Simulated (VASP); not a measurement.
Input:

```xyz
4
Lattice="4.1070 0.0000 0.0000 0.0000 4.1070 0.0000 0.0000 0.0000 4.1070" Properties=species:S:1:pos:R:3 pbc="T T T"
Sc     0.0000     0.0000     0.0000
Al     0.0000     2.0535     2.0535
Al     2.0535     0.0000     2.0535
Al     2.0535     2.0535     0.0000
```

Level of theory: PBE GGA, VASP's PBE PAW potentials (set 64) (plane waves; VASP). Numerical set-up: 520 eV cut-off, 8×8×8 Γ-centred mesh, tetrahedra with Blöchl corrections, potentials Sc_sv Al.

The cores are frozen, which limits the accuracy of field gradients.

### Question
Give the principal components of the electric field gradient (V/Å²) and the asymmetry η at each nucleus.

### Answer

| atom | Vxx | Vyy | Vzz | η |
|---|---|---|---|---|
| Sc1 | 0.0 | 0.0 | 0.0 | - |
| Al2 | -9.9 | -9.9 | 19.8 | 0.00 |
| Al3 | -9.9 | -9.9 | 19.8 | 0.00 |
| Al4 | -9.9 | -9.9 | 19.8 | 0.00 |

The compound is Al3Sc in the L1_2 structure. It was relaxed first.
